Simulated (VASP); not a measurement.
The system is Y.

```
Y
1.0
     3.64257    0.00000    0.00000
    -1.82128    3.15456    0.00000
     0.00000    0.00000    5.87916
Y
2
Direct
  0.33333 0.66667 0.25000
  0.66667 0.33333 0.75000
```

- Program: VASP 6.6.1
- Task: relaxation of cell and atoms
- Functional: PBE
- Dispersion: D3(BJ)
- Potentials or basis: VASP PAW PBE potentials, release 64 (Y_sv)
- Cutoff: 600 eV
- k mesh: 15 × 15 × 8
- Occupations: gaussian, width 0.1 eV
- Spin: no spin polarisation

At the start: pressure -2.7 GPa; volume 33.78 Å³/atom.

Q: How do energy, volume and symmetry change on relaxing?

A: Over 9 steps the energy falls by 27.6 meV/atom and the volume is 31.40 Å³/atom (-7.0 %); space group P6_3/mmc (No. 194, to 0.05 Å).

Step by step:
```
step  energy change (eV)  largest force (eV/Å)  pressure (GPa)  volume (Å³)
   1              0.0000                0.0000           -2.75        67.56
   2             -0.0518                0.0000            0.49        62.04
   3             -0.0522                0.0000            0.20        62.47
   4             -0.0547                0.0000            0.10        62.64
   5             -0.0552                0.0000            0.03        62.75
   6             -0.0552                0.0000            0.03        62.76
   7             -0.0552                0.0000           -0.02        62.82
   8             -0.0552                0.0000            0.01        62.80
   9             -0.0552                0.0000           -0.01        62.81
```

Final structure:
```
Y
1.0
     3.60224    0.00000    0.00000
    -1.80112    3.11963    0.00000
     0.00000    0.00000    5.58915
Y
2
Direct
  0.33333 0.66667 0.25000
  0.66667 0.33333 0.75000
```

Caveat: pairwise dispersion overbinds metals, which lowers pressure and volume.
